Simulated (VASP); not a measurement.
A run of VASP 6.6.1:

The input POSCAR:

```
EuN
1.0
    0.0000000000      2.5069990500      2.5069990500
    2.5069990500      0.0000000000      2.5069990500
    2.5069990500      2.5069990500      0.0000000000
Eu N
1 1
Direct
    0.5000000000      0.5000000000      0.5000000000
    0.0000000000      0.0000000000      0.0000000000
```

File INCAR.step1:

```
  ALGO = Normal
  EDIFF = 1E-4
  ENCUT = 520
  GGA = PE
  ISMEAR = 0
  ISPIN = 2
  LASPH = True
  LCHARG = False
  LDAU = True
  LDAUJ = 0.7 0
  LDAUL = 3 -1
  LDAUTYPE = 1
  LDAUU = 2.5 0
  LMAXMIX = 6
  LREAL = False
  LWAVE = True
  MAGMOM = 6.71 -0.34
  NBANDS = 22
  NELM = 150
  PREC = Accurate
  SIGMA = 0.05
```

The input INCAR.step2:

```
  ALGO = Normal
  EDIFF = 1E-7
  ENCUT = 520
  ISIF = 2
  ISMEAR = 0
  ISPIN = 2
  ISTART = 1
  LASPH = True
  LCHARG = False
  LDAU = True
  LDAUJ = 0.7 0
  LDAUL = 3 -1
  LDAUPRINT = 1
  LDAUTYPE = 1
  LDAUU = 2.5 0
  LMAXMIX = 6
  LMIXTAU = True
  LORBIT = 11
  LREAL = False
  LWAVE = False
  MAGMOM = 6.71 -0.34
  METAGGA = R2SCAN
  NBANDS = 22
  NELM = 150
  PREC = Accurate
  SIGMA = 0.05
```

KPOINTS

```
k-points
0
Gamma
  7 7 7
```

Potentials or basis: VASP PAW PBE potentials, release 64 (Eu, N).

Command:

```console
$ cat potpaw_PBE.64/Eu/POTCAR potpaw_PBE.64/N/POTCAR > POTCAR
$ cp INCAR.step1 INCAR
$ mpirun -np 1 vasp_std > vasp.out
$ cp INCAR.step2 INCAR
$ mpirun -np 1 vasp_std > vasp.out
```

Hardware: 1 thread of AMD EPYC 9R45 96-Core Processor (Zen 5) (shared host).

Task: How long does it take, and how much memory?

Result: Wall time 98 s on 1 thread of AMD EPYC 9R45 96-Core Processor (Zen 5), with other jobs on the host, peak memory 0.18 GiB. Counts: scf iterations 11, k points 20.
